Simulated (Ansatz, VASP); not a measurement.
# Two plane-wave programs on RbCaH3

INCAR

```
SYSTEM = RbCaH3
ALGO = Normal ; EDIFF = 1E-6
ENCUT = 520 ; GGA = CA
ISIF = 2 ; ISMEAR = 0
LASPH = .True. ; LCHARG = .False.
LREAL = .False. ; LWAVE = .False.
NBANDS = 19 ; NELM = 80
PREC = Accurate ; SIGMA = 0.05
```

KPOINTS

```
k-points
0
Gamma
  6 6 6
  0 0 0
```

Contents of POSCAR:

```
RbCaH3
1.0
    4.5470000000      0.0000000000      0.0000000000
    0.0000000000      4.5470000000      0.0000000000
    0.0000000000      0.0000000000      4.5470000000
Rb Ca H
1 1 3
Direct
    0.0000000000      0.0000000000      0.0137453266
    0.5000000000      0.5000000000      0.5000000000
    0.0000000000      0.5000000000      0.5000000000
    0.5000000000      0.0000000000      0.5000000000
    0.5000000000      0.5000000000      0.0000000000
```

Input for Ansatz:

```yaml
crystal:
  lattice:
    - [4.547, 0.0, 0.0]
    - [0.0, 4.547, 0.0]
    - [0.0, 0.0, 4.547]
  atoms:
    - { symbol: Rb, position: [0.0, 0.0, 0.0137453266] }
    - { symbol: Ca, position: [0.5, 0.5, 0.5] }
    - { symbol: H, position: [0.0, 0.5, 0.5] }
    - { symbol: H, position: [0.5, 0.0, 0.5] }
    - { symbol: H, position: [0.5, 0.5, 0.0] }
basis:
  ecutwfc: 420
kpoints:
  mp_grid: { grid: [6, 6, 6] }
hamiltonian:
  xc: lda
scf:
  occupations: { method: gaussian, width: 0.05 }
output:
  forces: true
  stress: true
  eigenvalues: true
```

Change from the starting cell: all Rb atoms moved +0.062 Å, as atom 1 along Cartesian [0 0 1].

Alike in both runs: task single point; functional LDA; k mesh 6 × 6 × 6; occupations gaussian, width 0.05 eV; no spin polarisation.

```csv
,VASP,Ansatz
version,VASP 6.6.1,Ansatz 0.2.0
potentials or method,"VASP PAW LDA potentials, release 64 (Rb_sv, Ca_sv, H)","scalar-relativistic, plane waves, PAW"
plane-wave cutoff (eV),520,420
valence electrons in the cell,22,22
```

VASP gave:

| Item | Value |
| --- | --- |
| gap on the k mesh at the Fermi level (eV) | 2.92 |
| least direct gap on the mesh (eV) | 2.92 |
| pressure (GPa) | -2.4 |
| rms of the force components (eV/Å) | 0.020 |

Estimate Ansatz's values.

gap on the k mesh at the Fermi level (eV): 2.93; least direct gap on the mesh (eV): 2.93; pressure (GPa): -2.4; rms of the force components (eV/Å): 0.020.

Atom by atom the forces differ by 0.000 eV/Å (rms over components).

A k mesh can miss the band edges.
